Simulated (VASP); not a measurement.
F2CH2, in a box:

```
F C H
1.0
    12.00000    0.00000    0.00000
     0.00000   11.00000    0.00000
     0.00000    0.00000   11.00000
F C H
2 1 2
Direct
  0.41092 0.52241 0.56648
  0.59124 0.48874 0.56783
  0.50121 0.50350 0.49551
  0.48847 0.42022 0.44304
  0.51414 0.58360 0.43835
```

Base run:

* Program: VASP 6.6.1
* Functional: PBE0
* Potentials or basis: VASP PAW PBE potentials, release 64 (F_s, C_s, H_s)
* Cutoff: 400 eV
* k mesh: 1 × 1 × 1
* Occupations: gaussian, width 0.01 eV
* Spin: no spin polarisation

Its results: gap between the frontier levels 9.69 eV; largest force 1.685 eV/Å.

Problem. The run is repeated on the same cell with these changes: functional from PBE0 to LDA; potentials or basis from VASP PAW PBE potentials, release 64 (F_s, C_s, H_s) to VASP PAW LDA potentials, release 64 (F, C, H); cutoff from 400 eV to 520 eV. What comes out?

Solution. Gap between the frontier levels 7.68 eV; largest force 0.386 eV/Å.

Caveats: the PAW data sets were made with another functional, which shifts forces and pressure a little (some runs).

